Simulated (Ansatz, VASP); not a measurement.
# Cross-check of Ta (Ta(110)) between VASP and Ansatz, part 2 of 2

Aim: how closely do two programs agree when they are given the same cell, functional and k mesh? Of the first pair: The structure shown is the start of the Ansatz relaxation below; VASP solves that cell, so the two are compared at the walk's first step.

VASP 6.6.1 and Ansatz 0.2.0.

So far. Step 4 (Comparison): The forces differ by 2.2 meV/Å r.m.s., which is 1.1 % of the r.m.s. force of 0.194 eV/Å (both taken over all components). With vacuum in the cell, a pressure given here is an average over mostly empty space and none of the material.

## 5. Ansatz: relaxation, PBE

Level of this step: Ansatz beside VASP: Kohn-Sham DFT, plane waves, PBE (Ansatz).

This run makes the geometry at which the two programs are then compared.

The structure compared here is the end of the Ansatz relaxation.

input.yaml reads:

```yaml
crystal:
  lattice:
    - [2.3405234457, -1.655, 0.0]
    - [2.3405234457, 1.655, 0.0]
    - [0.0, 0.0, 27.7026172286]
  atoms:
    - { symbol: Ta, position: [0.0, 0.0, 0.2887813788] }
    - { symbol: Ta, position: [0.5, 0.5, 0.3732688273] }
    - { symbol: Ta, position: [0.0, 0.0, 0.4577562758] }
    - { symbol: Ta, position: [0.5, 0.5, 0.5422437242] }
    - { symbol: Ta, position: [0.0, 0.0, 0.6267311727] }
    - { symbol: Ta, position: [0.5, 0.5, 0.7112186212] }
kpoints:
  mp_grid: { grid: [12, 12, 1] }
hamiltonian:
  xc: pbe
scf:
  occupations: { method: fermi_dirac, width: 0.1 }
efield:
  axis: 3
  dipole_correction: true
  ramp_width: 0.05
relax:
  f_tol: 0.02
  max_steps: 60
  constraints: [{ sites: [0, 1, 2] }]
output:
  write_potential: true
  write_density: true
  volumetric_format: npy
```

The run is started by

```bash
$ ansatz run input.yaml --threads 4 --pin off --max-ram 8192MiB --backend cpu --events-out ev --progress --plain --runs-dir out
```

Numbers of over 12 decimals in the logs are rounded to 6 here.

What it wrote:

```text
[...]
Crystal: 6 atoms, lattice volume = 214.616 Å³
Basis set: ecut = 420 eV, 4199 PW (Γ), exchange–correlation on 40×40×384 points (8 copies of the dense FFT grid, shifted against one another)
Bands: 47, of which v1, the nominal top of the filled ones, is band 39 counted from 1 (38 counted from 0)
Symmetry: 4 space group operations
k-points: 43 of 144
[...]
F+E_penalty+E_count = -59591.31557943 eV   max|allowed force component| = 4.368e-3 eV/Å
  atoms:
    - { symbol: Ta, position: [0.0, 0.0, 0.2887813788] }
    - { symbol: Ta, position: [0.5, 0.5, 0.3732688273] }
    - { symbol: Ta, position: [0.0, 0.0, 0.4577562758] }
    - { symbol: Ta, position: [0.5, 0.5, 0.542912] }
    - { symbol: Ta, position: [0.0, 0.0, 0.627760] }
    - { symbol: Ta, position: [0.5, 0.5, 0.709160] }
[key lines of the parts left out:]
SCF converged after 5 iterations
Free energy (F): -59591.315579 eV
Fermi energy:    7.207280 eV
Dipole field:    D = 0.001546 V/Å  (p = 0.001834 e·Å, saw-weighted, corrected)
Work function:   Φ+ = 4.7322 eV   Φ− = 4.7750 eV
```

## 6. VASP: single point, PBE, relaxed cell, pair 2

The same cell, functional, mesh and smearing now go to VASP, with its own data sets.

INCAR reads:

```
SYSTEM = Ta
PREC = Accurate
ENCUT = 400
EDIFF = 1E-06
NELM = 120
ISMEAR = -1
SIGMA = 0.1
LREAL = .FALSE.
ALGO = Normal
GGA = PE
NBANDS = 40
LASPH = .TRUE.
LORBIT = 11
LWAVE = .FALSE.
LCHARG = .FALSE.
ISIF = 2
LDIPOL = .TRUE.
IDIPOL = 3
DIPOL = 0.5 0.5 0.5
LVHAR = .TRUE.
GGA_COMPAT = .FALSE.
NELMDL = -8
KPAR = 2
```

POSCAR reads:

```
Ta
1.0
    2.3405234457     -1.6550000000      0.0000000000
    2.3405234457      1.6550000000      0.0000000000
    0.0000000000      0.0000000000     27.7026172286
Ta
6
Direct
    0.0000000000      0.0000000000      0.2887813788
    0.5000000000      0.5000000000      0.3732688273
    0.0000000000      0.0000000000      0.4577562758
    0.5000000000      0.5000000000      0.5429121350
    0.0000000000      0.0000000000      0.6277601268
    0.5000000000      0.5000000000      0.7091595901
```

KPOINTS reads:

```
Automatic mesh
0
Gamma
12 12 1
0 0 0
```

PAW data sets: Ta_pv (PBE family, release 64).

The run is started by

```bash
$ mpirun -np 2 vasp_std
```

What it wrote:

```text
[... set-up lines as in an earlier step ...]
 entering main loop
       N       E                     dE             d eps       ncg     rms          rms(c)
DAV:   1     0.518686999749E+03    0.51869E+03   -0.34388E+04  4416   0.127E+03
DAV:   2    -0.494496748372E+02   -0.56814E+03   -0.55507E+03  3928   0.384E+02
DAV:   3    -0.730694968684E+02   -0.23620E+02   -0.22484E+02  4560   0.675E+01
DAV:   4    -0.739598777723E+02   -0.89038E+00   -0.87041E+00  4616   0.118E+01
[...]
DAV:  36    -0.686978217771E+02   -0.47529E-05   -0.73730E-07  2416   0.387E-03    0.235E-03
DAV:  37    -0.686978242589E+02   -0.24817E-05   -0.67899E-07  2536   0.337E-03    0.125E-03
DAV:  38    -0.686978251381E+02   -0.87927E-06   -0.11524E-07  2200   0.135E-03
   1 F= -.68697825E+02 E0= -.68561056E+02  d E =-.273539E+00
```

OUTCAR, selected parts (step 6):

```text
  Total       -2.5921753     -2.5967213     -0.9594943      0.0000000      0.0000000      0.0000000
  in kB      -19.3514341    -19.3853720     -7.1629383      0.0000000      0.0000000      0.0000000
  external PRESSURE =     -15.2999148 kB  Pullay stress =       0.0000000 kB

 POSITION                                       TOTAL-FORCE (eV/Angst)
 -----------------------------------------------------------------------------------
      0.00000      0.00000      8.00000        -0.000000      0.000000      0.399472
      2.34052      0.00000     10.34052         0.000000      0.000000     -0.394476
      0.00000      0.00000     12.68105         0.000000      0.000000     -0.013108
      2.34052      0.00000     15.04009         0.000000      0.000000     -0.003459
      0.00000      0.00000     17.39060        -0.000000      0.000000      0.009577
      2.34052      0.00000     19.64558        -0.000000      0.000000      0.001993
 -----------------------------------------------------------------------------------
    total drift:                                0.000000      0.000000     -0.000355

  FREE ENERGIE OF THE ION-ELECTRON SYSTEM (eV)
  ---------------------------------------------------
  free  energy   TOTEN  =       -68.6978251381 eV

  energy  without entropy=      -68.4242863205  energy(sigma->0) =      -68.56105573

[... 2 parts as in an earlier step ...]

[... 1 further part left out ...]
[key lines of the parts left out:]
E-fermi :   0.5812
```

## 7. Side by side

What differs besides the data sets and the points named for the pairs above, as far as they apply: the data sets hold 78 valence electrons in Ansatz (on its default PAW (the set named soft_2) files) and 66 in VASP. Total energies have different zeros and are not compared.

Compared:

```tsv
quantity	Ansatz	VASP	difference
work function, lower of the two faces (eV)	4.73	4.73	0.00
work function, higher of the two faces (eV)	4.78	4.77	0.00
```

Forces (eV/Å; atoms numbered as in POSCAR):

```tsv
atom	Ansatz x, y, z	VASP x, y, z
Ta1	0.000, 0.000, 0.401	0.000, 0.000, 0.399
Ta2	0.000, 0.000, -0.388	0.000, 0.000, -0.394
Ta3	0.000, 0.000, -0.014	0.000, 0.000, -0.013
Ta4	0.000, 0.000, -0.002	0.000, 0.000, -0.003
Ta5	0.000, 0.000, 0.004	0.000, 0.000, 0.010
Ta6	0.000, 0.000, -0.002	0.000, 0.000, 0.002
```

The forces differ by 2.3 meV/Å r.m.s., which is 1.7 % of the r.m.s. force of 0.132 eV/Å (both taken over all components). With vacuum in the cell, a pressure given here is an average over mostly empty space and none of the material.

## 8. Results

```
r.m.s. force difference (single point, PBE, start cell, pair 1)   : 2.2 meV/Å
r.m.s. force difference (single point, PBE, relaxed cell, pair 2) : 2.3 meV/Å
```

What this shows: The r.m.s. force difference is 2.3 meV/Å (single point, PBE, relaxed cell, pair 2), within the 12 meV/Å picked in this series as the mark of a large difference. The data sets hold unlike numbers of valence electrons (78 in Ansatz and 66 in VASP), so part of the differences comes from the potentials. How closely two codes agree says nothing of how well the functional describes the real material.

[Lines on the potential files, build, host, timing and source positions are cut from VASP's logs without a mark.]

[Logs are printed without paths, hosts, clocks, repeated set-up lines and the standing remarks that a program may print on its own settings, such as how far it seeks lower states.]

[Hosts, paths, dates, database ids (printed as entryN), source tags and the programs' standing remarks are cut or masked in the printed files.]
